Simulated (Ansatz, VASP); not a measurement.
# Si3N4 in two plane-wave programs, part 3 of 3

Aim: how closely do two programs agree when they are given the same cell, functional and k mesh? Of the first pair: The structure shown is frame 1084 of Ansatz's trajectory.

VASP 6.6.1 and Ansatz 0.2.0.

So far. Step 3 (VASP: single point, PBE, pair 1): The run ends at a pressure of 7.53 GPa, with forces up to 7.8 eV/Å.

## Step 6: VASP: single point, PBE, pair 2

Level of this step: PBE; plane waves and PAW (Si, N) (VASP).

The same cell, functional and mesh now go to VASP, with its own data sets.

The input, INCAR:

```
SYSTEM = Si3N4
PREC = Accurate
ENCUT = 520
EDIFF = 1E-06
NELM = 120
ISMEAR = 0
SIGMA = 0.01
LREAL = Auto
ALGO = Normal
GGA = PE
NBANDS = 232
LORBIT = 11
LWAVE = .FALSE.
LCHARG = .FALSE.
ISIF = 2
LASPH = .TRUE.
GGA_COMPAT = .FALSE.
EFERMI = MIDGAP
NCORE = 2
```

The input, POSCAR:

```
Si3N4
1.0
    9.3449000000      0.0000000000      0.0000000000
    0.0000000000      9.3449000000      0.0000000000
    0.0000000000      0.0000000000      9.3449000000
Si N
33 44
Direct
    0.3598219350      0.0340292566      0.3017581783
    0.6286102580      0.2595105352      0.2969320164
    0.7432610301      0.0573895922      0.7446414622
    0.1321041424      0.0440347141      0.4654196407
    0.4692827104      0.6104506201      0.8973878800
    0.4154351571      0.2058984045      0.5299789190
    0.4334449807      0.3328981584      0.0335798136
    0.4651521151      0.5496259992      0.2105961541
    0.8739633383      0.7291035752      0.4473884151
    0.2313989449      0.3017688793      0.2672152725
    0.5060407281      0.8396986592      0.7219873942
    0.3898490086      0.8415820394      0.0532696979
    0.2250318355      0.6927200933      0.7257220516
    0.1690119744      0.5444253015      0.0220762127
    0.6628642361      0.1368553971      0.0185769778
    0.7243737226      0.6453252576      0.6975676572
    0.9510963199      0.8380721035      0.7617631007
    0.1623987416      0.0599364359      0.0467527742
    0.0496206487      0.8182110028      0.0705090477
    0.6847264283      0.9990262068      0.4576399961
    0.3736262560      0.0779034554      0.8445462231
    0.6320987919      0.7990989738      0.2122976169
    0.7179424071      0.5531145331      0.3988271678
    0.1158492868      0.0400646342      0.7118107203
    0.9842801956      0.4662543205      0.7588631232
    0.6931267322      0.3743967298      0.8351079198
    0.7404894648      0.8245781121      0.9808665689
    0.1989106357      0.7123350705      0.3326306328
    0.9000417340      0.1059829426      0.2151226872
    0.4456013440      0.5633554131      0.5236118097
    0.8069107214      0.2813834284      0.5479352374
    0.0671489262      0.4929105715      0.4912091087
    0.9360613811      0.3172746632      0.0484328350
    0.7000609958      0.2417896393      0.7006495522
    0.8501000546      0.7590771437      0.6337467496
    0.5227985318      0.3640595405      0.1933032991
    0.9585335317      0.3722565249      0.5930293529
    0.2873224968      0.4287579321      0.1220451797
    0.5343021327      0.1196695524      0.3999293732
    0.1841111194      0.1177540691      0.8798596026
    0.5348264829      0.4407537801      0.9052424317
    0.3911331314      0.6995366457      0.6399961476
    0.1161061114      0.5546447795      0.6705903755
    0.6277969802      0.5977485045      0.5519481214
    0.6395681067      0.9443546747      0.6316814519
    0.7075731147      0.9899410374      0.9160825691
    0.0317178354      0.4390309153      0.9463343642
    0.2679857462      0.1691938919      0.4170189087
    0.7733630108      0.2873224968      0.9799890850
    0.7333732838      0.3636422006      0.4000898886
    0.6386157155      0.6177701206      0.2575201447
    0.9185652067      0.7709766825      0.9385868228
    0.1155282561      0.4131344370      0.3395969994
    0.2816081499      0.1447741549      0.1616282678
    0.4394482552      0.3849693416      0.5286733940
    0.4899142848      0.1752078674      0.9638840437
    0.4293250864      0.9019251142      0.8777622018
    0.1334524714      0.8548192062      0.7361127460
    0.8056051964      0.5112949309      0.7917259682
    0.8372695267      0.1075987972      0.4844888656
    0.7195154576      0.1296536079      0.1971342657
    0.2299864097      0.9074789457      0.3713683400
    0.2165994286      0.8849853931      0.0480047941
    0.6181018523      0.7234855376      0.8298858201
    0.4709948742      0.6782523087      0.0705946559
    0.3762694090      0.0805573093      0.6633564832
    0.2764609573      0.6142280816      0.8946912219
    0.2562574238      0.3458892016      0.7207246734
    0.7471776049      0.8574088540      0.3577673383
    0.3622510674      0.6215047780      0.3569861636
    0.9581910989      0.0833074725      0.3888431123
    0.9236374921      0.0203640488      0.7441064110
    0.2982054383      0.3447869961      0.8311699430
    0.4741944804      0.9108176653      0.2064655588
    0.0519106679      0.6798360603      0.4351999486
    0.9912786654      0.9937720040      0.1057689221
    0.1079519310      0.6614088968      0.1547903134
```

The input, KPOINTS:

```
Automatic mesh
0
Gamma
1 1 1
0 0 0
```

The projector-augmented-wave data sets are Si and N (PBE family, release 64).

Command:

```
$ mpirun -np 8 vasp_gam
```

Numbers of over 12 decimals in the logs are rounded to 6 here.

Output:

```text
[... set-up lines as in an earlier step ...]
 entering main loop
       N       E                     dE             d eps       ncg     rms          rms(c)
DAV:   1     0.270100483603E+04    0.27010E+04   -0.19901E+05   464   0.149E+03
DAV:   2    -0.419874799060E+03   -0.31209E+04   -0.29661E+04   600   0.345E+02
DAV:   3    -0.672556565341E+03   -0.25268E+03   -0.24965E+03   552   0.102E+02
DAV:   4    -0.679184161270E+03   -0.66276E+01   -0.65873E+01   584   0.175E+01
[...]
DAV:  16    -0.589691969515E+03   -0.89304E-05   -0.92098E-06   552   0.800E-03    0.653E-03
DAV:  17    -0.589691974019E+03   -0.45041E-05   -0.54854E-06   456   0.533E-03    0.290E-03
DAV:  18    -0.589691974374E+03   -0.35524E-06   -0.59573E-07   376   0.208E-03
   1 F= -.58969197E+03 E0= -.58969197E+03  d E =0.000000E+00
```

From OUTCAR (step 6):

```text
  Total       14.8561295     21.5945779     28.1065879      3.0349759     -2.1341628    -10.1478666
  in kB       29.1670350     42.3966290     55.1816565      5.9585674     -4.1900013    -19.9233039
  external PRESSURE =      42.2484402 kB  Pullay stress =       0.0000000 kB

 POSITION                                       TOTAL-FORCE (eV/Angst)
 -----------------------------------------------------------------------------------
      3.36250      0.31800      2.81990         0.150615     -1.373193     -0.233562
      5.87430      2.42510      2.77480        -0.906534     -0.509659      0.258533
      6.94570      0.53630      6.95860         0.719630     -0.162194     -0.704647
      1.23450      0.41150      4.34930         0.266499     -0.020600     -0.564542
      4.38540      5.70460      8.38600        -0.033073     -0.288602      0.823584
      3.88220      1.92410      4.95260        -0.706650      0.727445      1.262426
      4.05050      3.11090      0.31380        -0.367578      1.035556     -0.347053
      4.34680      5.13620      1.96800        -0.130761      0.283342      0.987013
      8.16710      6.81340      4.18080        -0.050715      0.418449      0.380563
      2.16240      2.82000      2.49710        -0.003537      0.212954      0.262765
      4.72890      7.84690      6.74690         0.013695      1.277831     -0.636743
      3.64310      7.86450      0.49780         0.373210      0.277369     -0.312037
      2.10290      6.47340      6.78180        -0.286250      0.298294      1.073965
      1.57940      5.08760      0.20630         0.254064     -1.176187      2.307776
[...]
-----------------------------------------------------------------------------------
    total drift:                               -0.006660     -0.001418      0.018500

  FREE ENERGIE OF THE ION-ELECTRON SYSTEM (eV)
  ---------------------------------------------------
  free  energy   TOTEN  =      -589.6919743741 eV

  energy  without entropy=     -589.6919743741  energy(sigma->0) =     -589.69197437

[... 2 parts as in an earlier step ...]

[... 1 further part left out ...]
[key lines of the parts left out:]
E-fermi :   7.9489
```

The run ends at a pressure of 4.22 GPa, with forces up to 2.7 eV/Å.

## Step 7: Side by side

What differs besides the data sets and the points named for the pairs above, as far as they apply: fixed occupations in Ansatz, narrow Gaussian smearing in VASP; the cutoff is 420 eV in Ansatz and 520 eV in VASP (PREC = Accurate, projectors in real space). Total energies have different zeros and are not compared.

Forces on 8 of the 77 atoms, those with the largest forces and the largest differences (eV/Å; atoms numbered as in POSCAR):

| atom | Ansatz x, y, z | VASP x, y, z |
| --- | --- | --- |
| Si14 | 0.262, -1.160, 2.301 | 0.254, -1.176, 2.308 |
| Si23 | 1.765, -1.364, 1.375 | 1.774, -1.371, 1.378 |
| N46 | -0.339, 2.342, 0.469 | -0.339, 2.352, 0.468 |
| N51 | -1.754, -0.056, -1.595 | -1.759, -0.050, -1.594 |
| N60 | -0.594, 0.314, -0.418 | -0.637, 0.333, -0.402 |
| N67 | 0.684, 1.146, -2.351 | 0.686, 1.147, -2.365 |
| N68 | -0.342, -0.260, -0.949 | -0.947, -0.244, -2.536 |
| N73 | 0.227, 0.224, 0.773 | 0.840, 0.207, 2.370 |

The forces differ by 159 meV/Å r.m.s., which is 22.3 % of the r.m.s. force of 0.713 eV/Å (both taken over all components).

## Step 8: Outcome

```json
{"r.m.s. force difference (single point, PBE, pair 1)": "4.7 % of the r.m.s. force", "r.m.s. force difference (single point, PBE, pair 2)": "22 % of the r.m.s. force"}
```

The r.m.s. force difference is 22 % of the r.m.s. force (single point, PBE, pair 2), beyond the 3 % picked in this series as the mark of a large difference. Ansatz's own log doubts the convergence of its single point, PBE, pair 1 run, which may account for the difference. What causes the difference of the single point, PBE, pair 2 pair stays open here. 3 further runs of this series are not shown here. Such differences can come from data sets, numerical settings and the points named under the comparisons, not from the functional's error against experiment.

[Lines on the potential files, build, host, timing and source positions are cut from VASP's logs without a mark.]

[Logs are printed without paths, hosts, clocks, repeated set-up lines and the standing remarks that a program may print on its own settings, such as how far it seeks lower states.]

[Hosts, paths, dates, database ids (printed as entryN), source tags and the programs' standing remarks are cut or masked in the printed files.]
